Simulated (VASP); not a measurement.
Shape and ions are relaxed at each volume.

Data:

```
CELL_PARAMETERS angstrom
      4.74569     0.00000     0.00000
      0.00000     4.74569     0.00000
      0.00000     0.00000     3.16922
ATOMIC_POSITIONS crystal
  Zn 0.00000 0.00000 0.00000
  Zn 0.50000 0.50000 0.50000
  F  0.30311 0.30311 0.00000
  F  0.80311 0.19689 0.50000
  F  0.19689 0.80311 0.50000
  F  0.69689 0.69689 0.00000
```

Method: optB86b-vdW, VASP's PBE PAW potentials (set 64) (plane waves; VASP). Numerical set-up: 520 eV cut-off, 5×5×7 Γ-centred mesh, Gaussian smearing of 0.050 eV, potentials Zn F.

### Question
Give the energy at these volumes per atom, relative to the lowest: 11.13, 11.49, 11.84, 12.20, 12.55 Å³.

### Answer
18.4, 4.9, 0.0, 2.3, 10.5 meV/atom. A third-order Birch-Murnaghan fit gives B0 = 105 GPa and B0′ = 5.2.

The compound is ZnF2 in the rutile structure. It was relaxed first.
